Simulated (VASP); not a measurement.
Here is a VASP 6.6.1 calculation.

INCAR

```
SYSTEM = Sn2Ge
PREC = Accurate ; ENCUT = 520
EDIFF = 1E-7 ; ISMEAR = 0
SIGMA = 0.1 ; LREAL = .False.
LASPH = .True. ; NELM = 100
ALGO = Fast ; ISIF = 2
LWAVE = .False. ; LCHARG = .True.
GGA = CA ; LELF = .True.
LVHAR = .True. ; NBANDS = 28
```

Contents of KPOINTS:

```
regular mesh
0
Gamma
  12 12 12
  0 0 0
```

The input POSCAR:

```
Sn2Ge
1.0
    0.0000000000      3.3958313250      3.3958313250
    3.3958313250      0.0000000000      3.3958313250
    3.3958313250      3.3958313250      0.0000000000
Sn Ge
2 1
Direct
    0.7500000000      0.7500000000      0.7500000000
    0.2500000000      0.2500000000      0.2500000000
    0.0000000000      0.0000000000      0.0000000000
```

Potentials or basis: VASP PAW LDA potentials, release 64 (Sn_d, Ge_d).

Run with:

```console
$ cat potpaw_LDA.64/Sn_d/POTCAR potpaw_LDA.64/Ge_d/POTCAR > POTCAR
$ mpirun -np 1 vasp_std > vasp.out
```

**Question.** Predict the pressure.

**Answer.** 0.0 GPa.

**Question.** Predict the band gap on the k mesh.

**Answer.** None (metal or under the smearing width).
